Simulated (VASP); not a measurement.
```
CELL_PARAMETERS angstrom
      2.67272     0.00000     0.00000
      0.00000     2.67272     0.00000
      0.00000     0.00000    26.25967
ATOMIC_POSITIONS crystal
  Rh 0.00000 0.50000 0.32291
  Rh 0.50000 0.00000 0.39162
  Rh 0.00000 0.50000 0.46372
  Rh 0.50000 0.00000 0.53628
  Rh 0.00000 0.50000 0.60838
  Rh 0.50000 0.00000 0.67709
```

Computed with PBEsol GGA, VASP's PBE PAW potentials (set 64) (plane waves; VASP). Run with PREC = Normal, 400 eV cut-off, 10×10×1 Γ-centred mesh, first-order Methfessel-Paxton smearing of 0.10 eV, potentials Rh_pv.

**Question.** Estimate the energy per atom (σ→0), band gap (on the k-mesh) with the smallest direct gap where there is one.

**Answer.** 
```yaml
band gap (on the k-mesh): none (metal, semimetal or under 0.01 eV)
energy per atom (σ→0): -7.729 eV/atom
```

Only differences to runs with the same potentials and settings are physical.

The cell is a thin slab with vacuum, built from Rh (fcc): (100) face.
